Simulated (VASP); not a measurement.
Input:

```
MgI2
1.0
    4.15246     0.00000     0.00000
   -2.07623     3.59614     0.00000
    0.00000     0.00000     7.03254
Mg I
1 2
Direct
  0.00000   0.00000   0.00000
  0.33333   0.66667   0.23408
  0.66667   0.33333   0.76592
```

All values below come from PBE GGA, VASP's PBE PAW potentials (set 64) (plane waves; VASP 6.6.1). Numerical set-up: 300 eV cut-off, 7×7×4 Γ-centred mesh, Gaussian smearing of 0.010 eV, potentials Mg I.

### Question
Give the force on each atom (eV/Å).

### Answer

| atom | Fx | Fy | Fz |
|---|---|---|---|
| Mg1 | 0.000 | 0.000 | 0.000 |
| I2 | 0.000 | 0.000 | 0.167 |
| I3 | 0.000 | 0.000 | -0.167 |

### Question
Give the stress tensor in GPa (positive for a compressed cell).

### Answer

```
1.25  0.00  0.00
0.00  1.25  0.00
0.00  0.00  1.51
```
The pressure is its mean diagonal, 1.33 GPa.

The structure comes from a computed database's MgI2 entry; how it stands against other phases isn't given here. The cell was not relaxed at this level.
